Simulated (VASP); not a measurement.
Data:

```xyz
5
Lattice="3.8367 0.0000 0.0000 0.0000 3.7249 0.0000 0.0000 0.0000 3.8266" Properties=species:S:1:pos:R:3 pbc="T T T"
Fe     1.9183     1.8625     1.5984
Tb     0.0000     0.0000     3.8000
O      1.9183     1.8625     3.4912
O      1.9183     3.7249     1.4980
O      0.0000     1.8625     1.4980
```
Starting moments (μB, in the order of the record's atoms Fe Tb O O O): 2.4 0.0 0.1 0.1 0.1.

These are PBEsol GGA, VASP's PBE PAW potentials (set 64) (plane waves; VASP) values and carry that method's errors. Settings: 600 eV cut-off, 8×8×8 Γ-centred mesh, first-order Methfessel-Paxton smearing of 0.10 eV, potentials Fe Tb_3 O.

The 4f electrons are frozen in the core of the lanthanide potential, so 4f levels, which can set the real gap, and their magnetism are missing. The moments were started parallel, and other spin orders were not tried in this run.

### Question
Which forces act on the atoms, in eV/Å?

### Answer

| atom | Fx | Fy | Fz |
|---|---|---|---|
| Fe1 | 0.000 | 0.000 | -0.097 |
| Tb2 | 0.000 | 0.000 | 0.215 |
| O3 | 0.000 | 0.000 | 0.017 |
| O4 | 0.000 | 0.000 | -0.100 |
| O5 | 0.000 | 0.000 | -0.035 |

### Question
Give the stress tensor in GPa (positive for a compressed cell).

### Answer

```
-9.84   0.00   0.00
 0.00  -2.47   0.00
 0.00   0.00  -4.68
```
The pressure is its mean diagonal, -5.66 GPa.

The structure was generated: TbFeO3 was put into the tetragonal-perovskite type (P4mm), which need not be its known phase. This cell was strained or had an atom moved on purpose.
